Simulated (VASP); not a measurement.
All values below come from LDA (Ceperley-Alder, Perdew-Zunger), VASP's LDA PAW potentials (set 64) (plane waves; VASP 6.6.1).

VASP ran on this input.

### POSCAR
```
GaAs
1.0
  0.0000000000   2.8028915349   2.8028915349
  2.8028915349   0.0000000000   2.8028915349
  2.8028915349   2.8028915349   0.0000000000
Ga As
1 1
Cartesian
  0.0000000000   0.0000000000   0.0000000000
  1.4014457675   1.4014457675   1.4014457675
```

### KPOINTS
```
kpoints
0
Gamma
 7 7 7
```

### INCAR
```
SYSTEM  =  GaAs
PREC  =  Accurate; ENCUT  =  400; LREAL  =  .FALSE.
LASPH  =  .TRUE.
EDIFF  =  1E-6; NELM  =  100; ALGO  =  Normal
LMAXMIX  =  4
ISMEAR  =  0; SIGMA  =  0.05
IBRION  =  2; NSW  =  60; ISIF  =  3
EDIFFG  =  -0.01
LWAVE  =  .FALSE.; LCHARG  =  .FALSE.
```

POTCAR, in this order: Ga_d As (LDA.64 set). Program: vasp_std.

Output

### OUTCAR
```
 ion  position               nearest neighbor table
   1  0.000  0.000  0.000-   2 2.43   2 2.43   2 2.43   2 2.43
   2  0.250  0.250  0.250-   1 2.43   1 2.43   1 2.43   1 2.43
  LATTYP: Found a face centered cubic cell.
 ALAT       =     5.6057830698
 Subroutine PRICEL returns:
 Original cell was already a primitive cell.
 Subroutine GETGRP returns: Found 24 space group operations
The static configuration has the point symmetry T_d .
The dynamic configuration has the point symmetry T_d .
 Subroutine INISYM returns: Found 24 space group operations
 Subroutine IBZKPT returns following result:
 Found     20 irreducible k-points:

 Following reciprocal coordinates:
            Coordinates               Weight
  0.000000  0.000000  0.000000      1.000000
  0.142857  0.000000  0.000000      8.000000
  0.285714  0.000000  0.000000      8.000000
  0.428571  0.000000  0.000000      8.000000
  0.142857  0.142857  0.000000      6.000000
  0.285714  0.142857  0.000000     24.000000
  0.428571  0.142857  0.000000     24.000000
 -0.428571  0.142857  0.000000     24.000000
 -0.285714  0.142857  0.000000     24.000000
...
```

**OSZICAR**
```
       N       E                     dE             d eps       ncg     rms          rms(c)
DAV:   1     0.725685353949E+02    0.72569E+02   -0.81041E+03   520   0.165E+03
DAV:   2    -0.432863180122E+01   -0.76897E+02   -0.73741E+02   550   0.291E+02
DAV:   3    -0.978117740958E+01   -0.54525E+01   -0.54283E+01   665   0.709E+01
DAV:   4    -0.986565650163E+01   -0.84479E-01   -0.84446E-01   594   0.968E+00
DAV:   5    -0.986711970626E+01   -0.14632E-02   -0.14631E-02   630   0.106E+00    0.308E+00
DAV:   6    -0.967670128467E+01    0.19042E+00   -0.27206E-01   809   0.102E+01    0.182E+00
DAV:   7    -0.963296561288E+01    0.43736E-01   -0.78574E-02   664   0.229E+00    0.524E-01
DAV:   8    -0.962982691425E+01    0.31387E-02   -0.99099E-03   605   0.131E+00    0.108E-01
DAV:   9    -0.962979314963E+01    0.33765E-04   -0.79541E-04   628   0.352E-01    0.441E-02
DAV:  10    -0.962979640942E+01   -0.32598E-05   -0.42593E-05   707   0.866E-02    0.234E-02
DAV:  11    -0.962980135826E+01   -0.49488E-05   -0.73361E-06   570   0.443E-02    0.202E-03
DAV:  12    -0.962980123290E+01    0.12536E-06   -0.45380E-07   350   0.109E-02
   1 F= -.96298012E+01 E0= -.96298012E+01  d E =-.962980E+01
```

**OUTCAR**
```
------------------------ aborting loop because EDIFF is reached ----------------------------------------
  FORCE on cell =-STRESS in cart. coord.  units (eV):
  Direction    XX          YY          ZZ          XY          YZ          ZX
  --------------------------------------------------------------------------------------
  Total       -0.0075757     -0.0075757     -0.0075757      0.0000000     -0.0000000      0.0000000
  in kB       -0.2756030     -0.2756030     -0.2756030      0.0000000     -0.0000000      0.0000000
  external PRESSURE =      -0.2756030 kB  Pullay stress =       0.0000000 kB
  volume of cell :       44.04
      direct lattice vectors                 reciprocal lattice vectors
     0.000000000  2.802891535  2.802891535    -0.178387210  0.178387210  0.178387210
     2.802891535  0.000000000  2.802891535     0.178387210 -0.178387210  0.178387210
     2.802891535  2.802891535  0.000000000     0.178387210  0.178387210 -0.178387210
  FREE ENERGIE OF THE ION-ELECTRON SYSTEM (eV)
  ---------------------------------------------------
  free  energy   TOTEN  =        -9.6298012329 eV

  energy  without entropy=       -9.6298012329  energy(sigma->0) =       -9.62980123

 reached required accuracy - stopping structural energy minimisation
```
(Selected blocks of OUTCAR.)

The structure comes from a computed database's GaAs entry (F-43m); how it stands against other phases isn't given here. It was relaxed first, which changed the volume by -7 %. The start is the result of an earlier pass.
